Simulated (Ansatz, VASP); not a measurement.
# Ta: VASP beside Ansatz, part 2 of 2

Wanted: the spread between two codes on one cell, functional and k mesh. Of the first pair: The cell is taken from a series of runs on this material, whose earlier steps may have relaxed, scaled, displaced or heated it; both programs get it as it stands.

VASP 6.6.1 and Ansatz 0.2.0.

So far. Step 4 (Comparison): The forces differ by 3.4 meV/Å r.m.s., which is 5.3 % of the r.m.s. force of 0.066 eV/Å (both taken over all components). With vacuum in the cell, a pressure given here is an average over mostly empty space and none of the material.

## 5. Ansatz: relaxation, PBEsol

Level of this step: Ansatz beside VASP: Kohn-Sham DFT, plane waves, PBEsol (Ansatz).

The two programs are compared at the cell with which this relaxation starts, whose forces are those of its first step.

The structure compared here is the start of the Ansatz relaxation; VASP solves that cell, so the two are compared at the walk's first step.

input.yaml

```yaml
crystal:
  lattice:
    - [3.303, 0.0, 0.0]
    - [1.6515, 2.3355736983, 0.0]
    - [0.0, 0.0, 28.0134421896]
  atoms:
    - { symbol: Ta, position: [0.0, 0.0, 0.750119962] }
    - { symbol: Ta, position: [0.5, 0.0, 0.666746641] }
    - { symbol: Ta, position: [0.0, 0.0, 0.583373321] }
    - { symbol: Ta, position: [0.5, 0.0, 0.5] }
    - { symbol: Ta, position: [0.0, 0.0, 0.416626679] }
    - { symbol: Ta, position: [0.5, 0.0, 0.333253359] }
    - { symbol: Ta, position: [0.0, 0.0, 0.249880038] }
kpoints:
  mp_grid: { grid: [12, 12, 1] }
scf:
  occupations: { method: fermi_dirac, width: 0.05 }
  n_extra_bands: 8
hamiltonian:
  xc: pbesol
  pseudopotentials: { kind: paw, azcp: { folder: soft_1 }, xc_functional: pbe }
output:
  forces: true
  write_potential: true
  volumetric_format: []
relax:
  f_tol: 0.03
  max_steps: 45
  constraints: [{ sites: [2, 3, 4] }]
```

On the command line:

```sh
> ansatz run input.yaml --threads 4 --pin off --max-ram 11264MiB --backend cpu --events-out ev --progress --plain --runs-dir out
```

Numbers of over 12 decimals in the logs are rounded to 6 here.

Output:

```text
[...]
Crystal: 7 atoms, lattice volume = 216.107 Å³
Basis set: ecut = 420 eV, 4219 PW (Γ), exchange–correlation on 48×40×384 points (8 copies of the dense FFT grid, shifted against one another)
Bands: 54, of which v1, the nominal top of the filled ones, is band 46 counted from 1 (45 counted from 0)
Symmetry: 8 space group operations
[...]
k-points: 43 of 144
[...]
--- Relaxed structure (7 steps of the walk, 5 accepted, 0 SCFs on fresh bases) ---
  F+E_penalty+E_count = -68649.35253457 eV   max|allowed force component| = 2.093e-3 eV/Å
  atoms:
    - { symbol: Ta, position: [0, 0.0, 0.744218] }
    - { symbol: Ta, position: [0.5, 0.0, 0.665431] }
    - { symbol: Ta, position: [0.0, 0.0, 0.583373] }
    - { symbol: Ta, position: [0.5, 0.0, 0.500000] }
    - { symbol: Ta, position: [0.0, 0.0, 0.416627] }
    - { symbol: Ta, position: [0.5, 0.0, 0.334569] }
    - { symbol: Ta, position: [0, 0.0, 0.255782] }
[key lines of the parts left out:]
SCF converged after 7 iterations
Free energy (F): -68649.352535 eV
Fermi energy:    8.822232 eV
```

## 6. VASP: single point, PBEsol, start cell, pair 2

The same cell, functional, mesh and smearing now go to VASP, with its own data sets.

INCAR

```
SYSTEM = Ta
PREC = Accurate
ENCUT = 400
EDIFF = 1E-06
NELM = 120
ISMEAR = -1
SIGMA = 0.05
LREAL = .FALSE.
ALGO = Normal
GGA = PS
NBANDS = 47
LASPH = .TRUE.
LORBIT = 11
LWAVE = .FALSE.
LCHARG = .FALSE.
ISIF = 2
GGA_COMPAT = .FALSE.
KPAR = 2
```

POSCAR

```
Ta
1.0
    3.3030000000      0.0000000000      0.0000000000
    1.6515000000      2.3355736983      0.0000000000
    0.0000000000      0.0000000000     28.0134421896
Ta
7
Direct
    0.0000000000      0.0000000000      0.7501199552
    0.5000000000      0.0000000000      0.6667466237
    0.0000000000      0.0000000000      0.5833733280
    0.5000000000      0.0000000000      0.4999999966
    0.0000000000      0.0000000000      0.4166266652
    0.5000000000      0.0000000000      0.3332533694
    0.0000000000      0.0000000000      0.2498800380
```

KPOINTS

```
Automatic mesh
0
Gamma
12 12 1
0 0 0
```

PAW data sets: Ta_pv (PBE family, release 64).

On the command line:

```sh
> mpirun -np 2 vasp_std
```

Output:

```text
[banner, memory and clock lines left out]
running    2 mpi-ranks, on    1 nodes
[...]
[... a notice as in an earlier step ...]

 LDA part: xc-table for (Slater+PW92), standard interpolation
 POSCAR, INCAR and KPOINTS ok, starting setup
[...]
entering main loop
       N       E                     dE             d eps       ncg     rms          rms(c)
DAV:   1     0.646345721112E+03    0.64635E+03   -0.39407E+04  4946   0.128E+03
DAV:   2    -0.608391691059E+02   -0.70718E+03   -0.69129E+03  4605   0.402E+02
DAV:   3    -0.906219874134E+02   -0.29783E+02   -0.28115E+02  5317   0.714E+01
DAV:   4    -0.917619006858E+02   -0.11399E+01   -0.11134E+01  5468   0.126E+01
[...]
DAV:  26    -0.852642983173E+02   -0.17205E-04   -0.20226E-06  3361   0.688E-03    0.303E-03
DAV:  27    -0.852643055142E+02   -0.71970E-05   -0.18274E-06  3106   0.503E-03    0.110E-03
DAV:  28    -0.852643062785E+02   -0.76424E-06   -0.14017E-07  2801   0.166E-03
   1 F= -.85264306E+02 E0= -.85224575E+02  d E =-.794619E-01
```

Parts of OUTCAR (step 6):

```text
  Total       -7.4116773     -7.6235217     -5.4620082      0.0000000      0.0000000      0.0000000
  in kB      -54.9488310    -56.5194068    -40.4943378      0.0000000      0.0000000      0.0000000
  external PRESSURE =     -50.6541919 kB  Pullay stress =       0.0000000 kB

 POSITION                                       TOTAL-FORCE (eV/Angst)
 -----------------------------------------------------------------------------------
      0.00000      0.00000     21.01344         0.000000     -0.000000     -0.675746
      1.65150      0.00000     18.67787         0.000000      0.000000      0.396407
      0.00000      0.00000     16.34229         0.000000      0.000000      0.081220
      1.65150      0.00000     14.00672         0.000000      0.000000      0.000000
      0.00000      0.00000     11.67115         0.000000      0.000000     -0.081220
      1.65150      0.00000      9.33557        -0.000000      0.000000     -0.396407
      0.00000      0.00000      7.00000        -0.000000      0.000000      0.675746
 -----------------------------------------------------------------------------------
    total drift:                                0.000000      0.000000      0.000398

  FREE ENERGIE OF THE ION-ELECTRON SYSTEM (eV)
  ---------------------------------------------------
  free  energy   TOTEN  =       -85.2643062785 eV

  energy  without entropy=      -85.1848443706  energy(sigma->0) =      -85.22457532

[... 1 part as in an earlier step ...]

[... 2 further parts left out ...]
[key lines of the parts left out:]
E-fermi :   1.2301
```

## 7. Differences

What differs besides the data sets and the points named for the pairs above, as far as they apply: the data sets hold 91 valence electrons in Ansatz (on its PAW soft_1 files) and 77 in VASP. Total energies have different zeros and are not compared.

Forces (eV/Å; atoms numbered as in POSCAR):

| atom | Ansatz x, y, z | VASP x, y, z |
| --- | --- | --- |
| Ta1 | 0.000, 0.000, -0.680 | 0.000, 0.000, -0.676 |
| Ta2 | 0.000, 0.000, 0.391 | 0.000, 0.000, 0.396 |
| Ta3 | 0.000, 0.000, 0.080 | 0.000, 0.000, 0.081 |
| Ta4 | 0.000, 0.000, 0.000 | 0.000, 0.000, 0.000 |
| Ta5 | 0.000, 0.000, -0.080 | 0.000, 0.000, -0.081 |
| Ta6 | 0.000, 0.000, -0.391 | 0.000, 0.000, -0.396 |
| Ta7 | 0.000, 0.000, 0.680 | 0.000, 0.000, 0.676 |

The forces differ by 2.2 meV/Å r.m.s., which is 0.9 % of the r.m.s. force of 0.243 eV/Å (both taken over all components). With vacuum in the cell, a pressure given here is an average over mostly empty space and none of the material.

## 8. Ansatz: relaxation, PBEsol

This run makes the geometry at which the two programs are then compared.

The structure compared here is the end of the Ansatz relaxation.

input.yaml is that of step 5.

On the command line:

```sh
> ansatz run input.yaml --threads 4 --pin off --max-ram 11264MiB --backend cpu --events-out ev --progress --plain --runs-dir out
```

Output:

```text
[...]
Crystal: 7 atoms, lattice volume = 216.107 Å³
Basis set: ecut = 420 eV, 4219 PW (Γ), exchange–correlation on 48×40×384 points (8 copies of the dense FFT grid, shifted against one another)
Bands: 54, of which v1, the nominal top of the filled ones, is band 46 counted from 1 (45 counted from 0)
Symmetry: 8 space group operations
[...]
k-points: 43 of 144
[...]
--- Relaxed structure (7 steps of the walk, 5 accepted, 0 SCFs on fresh bases) ---
  F+E_penalty+E_count = -68649.35253457 eV   max|allowed force component| = 2.093e-3 eV/Å
  atoms:
    - { symbol: Ta, position: [0, 0.0, 0.744218] }
    - { symbol: Ta, position: [0.5, 0.0, 0.665431] }
    - { symbol: Ta, position: [0.0, 0.0, 0.583373] }
    - { symbol: Ta, position: [0.5, 0.0, 0.500000] }
    - { symbol: Ta, position: [0.0, 0.0, 0.416627] }
    - { symbol: Ta, position: [0.5, 0.0, 0.334569] }
    - { symbol: Ta, position: [0, 0.0, 0.255782] }
[key lines of the parts left out:]
SCF converged after 7 iterations
Free energy (F): -68649.352535 eV
Fermi energy:    8.822232 eV
```

## 9. VASP: single point, PBEsol, relaxed cell, pair 3

The same cell, functional, mesh and smearing now go to VASP, with its own data sets.

INCAR is that of step 6.

POSCAR

```
Ta
1.0
    3.3030000000      0.0000000000      0.0000000000
    1.6515000000      2.3355736983      0.0000000000
    0.0000000000      0.0000000000     28.0134421896
Ta
7
Direct
    0.0000000000      0.0000000000      0.7442176618
    0.5000000000      0.0000000000      0.6654306159
    0.0000000000      0.0000000000      0.5833733210
    0.5000000000      0.0000000000      0.5000000000
    0.0000000000      0.0000000000      0.4166266790
    0.5000000000      0.0000000000      0.3345693841
    0.0000000000      0.0000000000      0.2557823382
```

KPOINTS is that of step 6.

On the command line:

```sh
> mpirun -np 2 vasp_std
```

Output:

```text
[... set-up lines as in an earlier step ...]
 entering main loop
       N       E                     dE             d eps       ncg     rms          rms(c)
DAV:   1     0.647938205119E+03    0.64794E+03   -0.39535E+04  4986   0.128E+03
DAV:   2    -0.609738267925E+02   -0.70891E+03   -0.69282E+03  4605   0.403E+02
DAV:   3    -0.905891885996E+02   -0.29615E+02   -0.27907E+02  5269   0.715E+01
DAV:   4    -0.917665554256E+02   -0.11774E+01   -0.11525E+01  5548   0.129E+01
[...]
DAV:  28    -0.853696007572E+02   -0.46221E-05   -0.25770E-07  2835   0.162E-03    0.551E-04
DAV:  29    -0.853696019349E+02   -0.11778E-05   -0.13725E-07  2789   0.125E-03    0.392E-04
DAV:  30    -0.853696021460E+02   -0.21107E-06   -0.30728E-08  2693   0.687E-04
   1 F= -.85369602E+02 E0= -.85330142E+02  d E =-.789195E-01
```

OUTCAR, selected parts (step 9):

```text
  Total       -4.1526375     -4.9949100     -0.8108603      0.0000000      0.0000000      0.0000000
  in kB      -30.7869013    -37.0313567     -6.0115708      0.0000000      0.0000000      0.0000000
  external PRESSURE =     -24.6099429 kB  Pullay stress =       0.0000000 kB

 POSITION                                       TOTAL-FORCE (eV/Angst)
 -----------------------------------------------------------------------------------
      0.00000      0.00000     20.84810        -0.000000      0.000000      0.012306
      1.65150      0.00000     18.64100         0.000000      0.000000      0.004475
      0.00000      0.00000     16.34229        -0.000000     -0.000000     -0.202079
      1.65150      0.00000     14.00672        -0.000000      0.000000     -0.000000
      0.00000      0.00000     11.67115        -0.000000      0.000000      0.202079
      1.65150      0.00000      9.37244         0.000000     -0.000000     -0.004475
      0.00000      0.00000      7.16534        -0.000000     -0.000000     -0.012306
 -----------------------------------------------------------------------------------
    total drift:                                0.000000      0.000000     -0.000000

  FREE ENERGIE OF THE ION-ELECTRON SYSTEM (eV)
  ---------------------------------------------------
  free  energy   TOTEN  =       -85.3696021460 eV

  energy  without entropy=      -85.2906826598  energy(sigma->0) =      -85.33014240

[... 2 parts as in an earlier step ...]

[... 1 further part left out ...]
[key lines of the parts left out:]
E-fermi :   1.2304
```

## 10. Comparison

What differs besides the data sets and the points named for the pairs above, as far as they apply: the data sets hold 91 valence electrons in Ansatz (on its PAW soft_1 files) and 77 in VASP. Total energies have different zeros and are not compared.

Forces (eV/Å; atoms numbered as in POSCAR):

| atom | Ansatz x, y, z | VASP x, y, z |
| --- | --- | --- |
| Ta1 | 0.000, 0.000, 0.002 | 0.000, 0.000, 0.012 |
| Ta2 | 0.000, 0.000, 0.002 | 0.000, 0.000, 0.004 |
| Ta3 | 0.000, 0.000, -0.199 | 0.000, 0.000, -0.202 |
| Ta4 | 0.000, 0.000, 0.000 | 0.000, 0.000, 0.000 |
| Ta5 | 0.000, 0.000, 0.199 | 0.000, 0.000, 0.202 |
| Ta6 | 0.000, 0.000, -0.002 | 0.000, 0.000, -0.004 |
| Ta7 | 0.000, 0.000, -0.002 | 0.000, 0.000, -0.012 |

The forces differ by 3.5 meV/Å r.m.s., which is 5.5 % of the r.m.s. force of 0.062 eV/Å (both taken over all components). With vacuum in the cell, a pressure given here is an average over mostly empty space and none of the material.

## 11. What came out

```json
{
  "r.m.s. force difference (single point, PBEsol, pair 1)": "3.4 meV/Å",
  "r.m.s. force difference (single point, PBEsol, start cell, pair 2)": "0.90 % of the r.m.s. force",
  "r.m.s. force difference (single point, PBEsol, relaxed cell, pair 3)": "3.5 meV/Å"
}
```

**Reading.** The r.m.s. force difference is 0.90 % of the r.m.s. force (single point, PBEsol, start cell, pair 2), within the 3 % picked in this series as the mark of a large difference. The data sets hold unlike numbers of valence electrons (91 in Ansatz and 77 in VASP), so part of the differences comes from the potentials. Such differences can come from data sets, numerical settings and the points named under the comparisons, not from the functional's error against experiment.

[Lines on the potential files, build, host, timing and source positions are cut from VASP's logs without a mark.]

[Logs are printed without paths, hosts, clocks, repeated set-up lines and the standing remarks that a program may print on its own settings, such as how far it seeks lower states.]

[Hosts, paths, dates, database ids (printed as entryN), source tags and the programs' standing remarks are cut or masked in the printed files.]
